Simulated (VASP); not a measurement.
Consider the following.

```xyz
1
Lattice="2.7008 0.0000 0.0000 0.0000 2.7008 0.0000 0.0000 0.0000 2.7008" Properties=species:S:1:pos:R:3 pbc="T T T"
Al     0.0000     0.0000     0.0000
```

Computed with PBEsol GGA, VASP's PBE PAW potentials (set 64) (plane waves; VASP 6.6.1). Numerical set-up: 400 eV cut-off, 15×15×15 Γ-centred mesh, tetrahedra with Blöchl corrections, potentials Al.

What does the run give for the energy per atom (σ→0), band gap (on the k-mesh) with the smallest direct gap where there is one?

```json
{
 "band gap (on the k-mesh)": "none (metal, semimetal or under 0.01 eV)",
 "energy per atom (σ→0)": "-3.689 eV/atom"
}
```

The absolute energy has meaning only against runs of the same code, potentials and settings.

The structure was generated: Al was put into the simple-cubic type (Pm-3m), which need not be its known phase. It was relaxed first, which changed the volume by +6 %.
